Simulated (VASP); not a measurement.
```yaml
crystal:
  lattice:
    - [4.45472, 0.00000, 0.00000]
    - [0.00000, 4.45472, 0.00000]
    - [0.00000, 0.00000, 3.15409]
  atoms:
    - { symbol: Ir, position: [0.00000, 0.00000, 0.00000] }
    - { symbol: Ir, position: [0.50000, 0.50000, 0.50000] }
    - { symbol: O, position: [0.30899, 0.30899, 0.00000] }
    - { symbol: O, position: [0.80899, 0.19101, 0.50000] }
    - { symbol: O, position: [0.19101, 0.80899, 0.50000] }
    - { symbol: O, position: [0.69101, 0.69101, 0.00000] }
```

Method: PBEsol GGA, VASP's PBE PAW potentials (set 64) (plane waves; VASP). Settings: 620 eV cut-off, 7×7×10 Γ-centred mesh, first-order Methfessel-Paxton smearing of 0.10 eV, potentials Ir O.

Unless said otherwise, spin-orbit coupling is left out, though it shifts the bands of the heavy elements here.

Q: What does the run give for the energy per atom (σ→0), pressure, band gap (on the k-mesh) with the smallest direct gap where there is one?

A: 
```
Quantity                                                    Result
------------------------  ----------------------------------------
band gap (on the k-mesh)  none (metal, semimetal or under 0.01 eV)
energy per atom (σ→0)                               -7.591 eV/atom
pressure                                                  4.91 GPa
```

The absolute energy has meaning only against runs of the same code, potentials and settings.

The compound is IrO2 in the rutile structure. It was relaxed first under an external pressure of 5 GPa.
